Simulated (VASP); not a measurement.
Crystal: Cu.

```
Cu
1.0
     0.00000    1.80750    1.80750
     1.80750    0.00000    1.80750
     1.80750    1.80750    0.00000
Cu
1
Direct
  0.00000 0.00000 0.00000
```

Base run:

- Program: VASP 6.6.1
- Functional: PBE
- Potentials or basis: VASP PAW PBE potentials, release 64 (Cu)
- Cutoff: 350 eV
- k mesh: 14 × 14 × 14
- Occupations: gaussian, width 0.1 eV
- Spin: no spin polarisation

Its results: band gap on the k mesh none (metal or under the smearing width); pressure 2.6 GPa.

Q: After a change of settings the same cell gave: band gap on the k mesh none (metal or under the smearing width); pressure 2.0 GPa. Which change was it?
A. cutoff from 350 eV to 450 eV
B. cutoff from 350 eV to 520 eV; k mesh from 14 × 14 × 14 to 8 × 8 × 8
C. cutoff from 350 eV to 520 eV; k mesh from 14 × 14 × 14 to 4 × 4 × 4

A: A.

Caveats: the cutoff is under 1.25 times the usual one of these potentials, so pressure, stress and relaxed cells hold a basis-set (Pulay) error (some runs).

Not every run made on this cell is shown here.
